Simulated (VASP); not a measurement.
Method: PBEsol GGA, VASP's PBE PAW potentials (set 64) (plane waves; VASP).

Input for VASP

POSCAR:
```
SrTiO3
1
    3.8321550842     0.0000000000     0.0000000000
    0.0000000000     3.8321550842    -0.0000000000
    0.0000000000     0.0000000000     3.8321550842
Sr Ti O
1 1 3
Direct
  0.0000000000   0.0000000000   0.0000000000
  0.5000000000   0.5000000000   0.5000000000
  0.5000000000   0.0000000000   0.5000000000
  0.0000000000   0.5000000000   0.5000000000
  0.5000000000   0.5000000000   0.0000000000
```

INCAR:
```
# general
SYSTEM =SrTiO3
PREC   =Accurate
ENCUT  =620
LREAL  =F   # projection in real space or not
LASPH  =T   # aspherical one-centre terms

# electronic loop
EDIFF  =1E-6
NELM   =100   # most electronic steps
ALGO   =Normal   # blocked Davidson
LMAXMIX=4   # l cut-off of mixed one-centre charges

# smearing
ISMEAR =0
SIGMA  =0.05

# functional
GGA    =PS   # PBEsol

# ions
IBRION =2   # conjugate gradients
NSW    =40   # most ionic steps
ISIF   =3   # ions, shape and volume
EDIFFG =-0.02   # ionic stop
PSTRESS=100   # kbar

# output
LWAVE  =F
LCHARG =F
```

KPOINTS:
```
kpoints
0
Gamma
 6 6 6
```

POTCAR, in this order: Sr_sv Ti_sv O (PBE.64 set). Program: vasp_std.

Output

### OUTCAR
```
 ion  position               nearest neighbor table
   1  0.000  0.000  0.000-   3 2.71   4 2.71   5 2.71   3 2.71   4 2.71   4 2.71   5 2.71   4 2.71
                             3 2.71   5 2.71   3 2.71   5 2.71   2 3.32   2 3.32   2 3.32   2 3.32
   2  0.500  0.500  0.500-   3 1.92   4 1.92   5 1.92   5 1.92   3 1.92   4 1.92   1 3.32   1 3.32
                             1 3.32   1 3.32   1 3.32   1 3.32   1 3.32   1 3.32
   3  0.500  0.000  0.500-   2 1.92   2 1.92   1 2.71   1 2.71   1 2.71   1 2.71
   4  0.000  0.500  0.500-   2 1.92   2 1.92   1 2.71   1 2.71   1 2.71   1 2.71
   5  0.500  0.500  0.000-   2 1.92   2 1.92   1 2.71   1 2.71   1 2.71   1 2.71
  LATTYP: Found a simple cubic cell.
 ALAT       =     3.8321550842
 Subroutine PRICEL returns:
 Original cell was already a primitive cell.
 Subroutine GETGRP returns: Found 48 space group operations
The static configuration has the point symmetry O_h .
The dynamic configuration has the point symmetry O_h .
 Subroutine INISYM returns: Found 48 space group operations
 Subroutine IBZKPT returns following result:
 Found     20 irreducible k-points:

 Following reciprocal coordinates:
            Coordinates               Weight
  0.000000  0.000000  0.000000      1.000000
  0.166667  0.000000  0.000000      6.000000
  0.333333  0.000000  0.000000      6.000000
  0.500000  0.000000  0.000000      3.000000
  0.166667  0.166667  0.000000     12.000000
  0.333333  0.166667  0.000000     24.000000
  0.500000  0.166667  0.000000     12.000000
  0.333333  0.333333  0.000000     12.000000
  0.500000  0.333333  0.000000     12.000000
  0.500000  0.500000  0.000000      3.000000
  0.166667  0.166667  0.166667      8.000000
  0.333333  0.166667  0.166667     24.000000
  0.500000  0.166667  0.166667     12.000000
  0.333333  0.333333  0.166667     24.000000
  0.500000  0.333333  0.166667     24.000000
  0.500000  0.500000  0.166667      6.000000
  0.333333  0.333333  0.333333      8.000000
  0.500000  0.333333  0.333333     12.000000
  0.500000  0.500000  0.333333      6.000000
...
```

### OSZICAR
```
       N       E                     dE             d eps       ncg     rms          rms(c)
DAV:   1     0.485382858549E+03    0.48538E+03   -0.24865E+04   960   0.212E+03
DAV:   2     0.204987316418E+01   -0.48333E+03   -0.47538E+03  1104   0.534E+02
DAV:   3    -0.490364985789E+02   -0.51086E+02   -0.50180E+02  1384   0.159E+02
DAV:   4    -0.512762107204E+02   -0.22397E+01   -0.22387E+01  1384   0.310E+01
DAV:   5    -0.513363036794E+02   -0.60093E-01   -0.60089E-01  1400   0.421E+00    0.301E+01
DAV:   6    -0.419492040437E+02    0.93871E+01   -0.58621E+01  1416   0.761E+01    0.185E+01
DAV:   7    -0.419789231287E+02   -0.29719E-01   -0.68947E+00  1216   0.210E+01    0.119E+01
DAV:   8    -0.420320424494E+02   -0.53119E-01   -0.17528E+00  1256   0.151E+01    0.348E+00
DAV:   9    -0.419356424022E+02    0.96400E-01   -0.44459E-01  1200   0.745E+00    0.852E-01
DAV:  10    -0.419392806831E+02   -0.36383E-02   -0.11788E-01  1328   0.259E+00    0.710E-01
DAV:  11    -0.419336019996E+02    0.56787E-02   -0.60429E-02  1376   0.189E+00    0.221E-01
DAV:  12    -0.419331375631E+02    0.46444E-03   -0.36077E-03  1296   0.701E-01    0.554E-02
DAV:  13    -0.419331624075E+02   -0.24844E-04   -0.21239E-04  1272   0.112E-01    0.292E-02
DAV:  14    -0.419331640418E+02   -0.16343E-05   -0.31534E-05  1384   0.399E-02    0.960E-03
DAV:  15    -0.419331628835E+02    0.11583E-05   -0.82574E-06  1208   0.305E-02    0.382E-03
DAV:  16    -0.419331628686E+02    0.14864E-07   -0.11263E-06   600   0.968E-03
   1 F= -.38420644E+02 E0= -.38420644E+02  d E =-.384206E+02
```

### OUTCAR
```
------------------------ aborting loop because EDIFF is reached ----------------------------------------
  FORCE on cell =-STRESS in cart. coord.  units (eV):
  Direction    XX          YY          ZZ          XY          YZ          ZX
  --------------------------------------------------------------------------------------
  Total        3.4943634      3.4943634      3.4943634      0.0000000      0.0000000      0.0000000
  in kB       99.4831265     99.4831265     99.4831265      0.0000000      0.0000000      0.0000000
  external PRESSURE =      -0.5168735 kB  Pullay stress =     100.0000000 kB
  volume of cell :       56.28
      direct lattice vectors                 reciprocal lattice vectors
     3.832155084  0.000000000  0.000000000     0.260949773  0.000000000  0.000000000
     0.000000000  3.832155084  0.000000000     0.000000000  0.260949773  0.000000000
     0.000000000  0.000000000  3.832155084     0.000000000  0.000000000  0.260949773
 POSITION                                       TOTAL-FORCE (eV/Angst)
 -----------------------------------------------------------------------------------
      0.00000      0.00000      0.00000         0.000000      0.000000      0.000000
      1.91608      1.91608      1.91608         0.000000      0.000000      0.000000
      1.91608      0.00000      1.91608         0.000000      0.000000      0.000000
      0.00000      1.91608      1.91608         0.000000      0.000000      0.000000
      1.91608      1.91608      0.00000         0.000000      0.000000      0.000000
 -----------------------------------------------------------------------------------
    total drift:                                0.000000     -0.000000     -0.000000
  FREE ENERGIE OF THE ION-ELECTRON SYSTEM (eV)
  ---------------------------------------------------
  free  energy   TOTEN  =       -41.9331628686 eV

  energy  without entropy=      -41.9331628686  energy(sigma->0) =      -41.93316287
  enthalpy is  TOTEN    =       -38.4206441565 eV   P V=        3.5125187121

 reached required accuracy - stopping structural energy minimisation
```
(Selected blocks of OUTCAR.)

The compound is SrTiO3 in the cubic perovskite structure, the ideal cubic form; the compound distorts at low or room temperature. It was relaxed first under an external pressure of 10 GPa.
